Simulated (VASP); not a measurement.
An input for Quantum ESPRESSO's pw.x (written as the equivalent of a VASP run, and not itself run):

```
&CONTROL
  calculation = 'scf'
  pseudo_dir = './pseudo'
  outdir = './out'
  tprnfor = .true.
  tstress = .true.
/
&SYSTEM
  ibrav = 0
  nat = 24
  ntyp = 2
  ecutwfc = 84
  occupations = 'smearing'
  smearing = 'gaussian'
  degauss = 0.000735
  input_dft = 'pbe'
/
&ELECTRONS
  conv_thr = 7.3e-08
  electron_maxstep = 100
/
ATOMIC_SPECIES
  Ti 47.867 Ti.upf
  O 15.999 O.upf
CELL_PARAMETERS angstrom
     5.0373840    0.0000000    0.0000000
     0.0000000    8.9946860    0.0000000
     0.0000000    0.0000000    5.3406570
ATOMIC_POSITIONS crystal
  Ti   0.1379100  0.3710300  0.4025800
  Ti   0.8620900  0.6289700  0.5974200
  Ti   0.3620900  0.6289700  0.9025800
  Ti   0.6379100  0.3710300  0.0974200
  Ti   0.6379100  0.1289700  0.5974200
  Ti   0.3620900  0.8710300  0.4025800
  Ti   0.8620900  0.8710300  0.0974200
  Ti   0.1379100  0.1289700  0.9025800
  O    0.4647100  0.2697100  0.3899900
  O    0.5352900  0.7302900  0.6100100
  O    0.0352900  0.7302900  0.8899900
  O    0.9647100  0.2697100  0.1100100
  O    0.9647100  0.2302900  0.6100100
  O    0.0352900  0.7697100  0.3899900
  O    0.5352900  0.7697100  0.1100100
  O    0.4647100  0.2302900  0.8899900
  O    0.8166300  0.0104800  0.8511900
  O    0.1833700  0.9895200  0.1488100
  O    0.6833700  0.9895200  0.3511900
  O    0.3166300  0.0104800  0.6488100
  O    0.3166300  0.4895200  0.1488100
  O    0.6833700  0.5104800  0.8511900
  O    0.1833700  0.5104800  0.6488100
  O    0.8166300  0.4895200  0.3511900
K_POINTS automatic
  3 2 3 0 0 0
```

Problem. Translate this input to VASP (INCAR, KPOINTS, POSCAR, choice of POTCAR).

Solution. This is not unique; one that fits is 
INCAR:
```
! general
SYSTEM  = TiO2
PREC    = Accurate
ENCUT   = 400
LREAL   = Auto
LASPH   = .TRUE.

! electronic loop
EDIFF   = 1E-6
NELM    = 100
ALGO    = Normal
LMAXMIX = 4

! smearing
ISMEAR  = 0
SIGMA   = 0.01

! functional
GGA     = PE

! ions
ISIF    = 2

! output
LWAVE   = .FALSE.
LCHARG  = .FALSE.
```

**KPOINTS**
```
K-points
0
G
  3 2 3
0 0 0
```

File POSCAR:
```
TiO2
1
    5.0373840000     0.0000000000     0.0000000000
    0.0000000000     8.9946860000     0.0000000000
    0.0000000000     0.0000000000     5.3406570000
Ti O
8 16
Direct
  0.1379100000   0.3710300000   0.4025800000
  0.8620900000   0.6289700000   0.5974200000
  0.3620900000   0.6289700000   0.9025800000
  0.6379100000   0.3710300000   0.0974200000
  0.6379100000   0.1289700000   0.5974200000
  0.3620900000   0.8710300000   0.4025800000
  0.8620900000   0.8710300000   0.0974200000
  0.1379100000   0.1289700000   0.9025800000
  0.4647100000   0.2697100000   0.3899900000
  0.5352900000   0.7302900000   0.6100100000
  0.0352900000   0.7302900000   0.8899900000
  0.9647100000   0.2697100000   0.1100100000
  0.9647100000   0.2302900000   0.6100100000
  0.0352900000   0.7697100000   0.3899900000
  0.5352900000   0.7697100000   0.1100100000
  0.4647100000   0.2302900000   0.8899900000
  0.8166300000   0.0104800000   0.8511900000
  0.1833700000   0.9895200000   0.1488100000
  0.6833700000   0.9895200000   0.3511900000
  0.3166300000   0.0104800000   0.6488100000
  0.3166300000   0.4895200000   0.1488100000
  0.6833700000   0.5104800000   0.8511900000
  0.1833700000   0.5104800000   0.6488100000
  0.8166300000   0.4895200000   0.3511900000
```

POTCAR, in this order: Ti_sv O (PBE.64 set). Program: vasp_std.

The two are equivalent in intent, not identical: the potentials are each code's own (VASP's PAW set, PseudoDojo norm-conserving files in pw.x), so ENCUT and ecutwfc are chosen apart and not converted; conv_thr bounds pw.x's estimated SCF error, while EDIFF bounds the energy change between steps.

The structure comes from a computed database's TiO2 entry, a phase known from measurement. The cell was not relaxed at this level.
